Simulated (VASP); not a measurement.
Computed with rev-vdW-DF2, VASP's PBE PAW potentials (set 64) (plane waves; VASP).

Input for VASP

KPOINTS:
```
Automatic mesh
0
Gamma
6 6 6
0 0 0
```

INCAR:
```
! general
SYSTEM    =  Na2S
PREC      =  Accurate
ENCUT     =  520
LREAL     =  F
LASPH     =  T

! electronic loop
EDIFF     =  1E-7
NELM      =  100
ALGO      =  Normal

! smearing
ISMEAR    =  0
SIGMA     =  0.05

! functional
GGA       =  MK
LUSE_VDW  =  T
AGGAC     =  0.0
PARAM1    =  0.1234568
PARAM2    =  0.7114
ZAB_VDW   =  -1.8867

! ions
ISIF      =  2

! output
LWAVE     =  F
LCHARG    =  F
```

File POSCAR:
```
Na2S
1
    0.0000000000     3.3252870349     3.3252870349
    3.3252870349     0.0000000000     3.3252870349
    3.3252870349     3.3252870349     0.0000000000
Na S
2 1
Direct
  0.2500000000   0.2500000000   0.2500000000
  0.7500000000   0.7500000000   0.7500000000
  0.0000000000   0.0000000000   0.0000000000
```

POTCAR, in this order: Na_pv S (PBE.64 set). Program: vasp_std.

Task: What does the run give for the energy per atom (σ→0), pressure, band gap (on the k-mesh)?

Result: 
energy per atom (σ→0): -1.633 eV/atom
band gap (on the k-mesh): 2.25 eV
pressure: -1.51 GPa

**OSZICAR**
```
...
DAV:  10    -0.489996043883E+01   -0.73226E-03   -0.69240E-03   460   0.461E-01    0.334E-01
DAV:  11    -0.489996638820E+01   -0.59494E-05   -0.28876E-04   454   0.111E-01    0.322E-01
DAV:  12    -0.489988433080E+01    0.82057E-04   -0.22018E-04   508   0.907E-02    0.827E-02
DAV:  13    -0.489986778319E+01    0.16548E-04   -0.63153E-05   544   0.476E-02    0.101E-02
DAV:  14    -0.489986781947E+01   -0.36274E-07   -0.67323E-06   484   0.166E-02    0.143E-02
DAV:  15    -0.489986759140E+01    0.22807E-06   -0.26878E-06   480   0.981E-03    0.528E-03
DAV:  16    -0.489986756469E+01    0.26706E-07   -0.51817E-08   372   0.157E-03
   1 F= -.48998676E+01 E0= -.48998676E+01  d E =-.334107E-12
```

The compound is Na2S in the antifluorite structure. This cell is one point of a volume scan, at 1.06 of the reference volume.
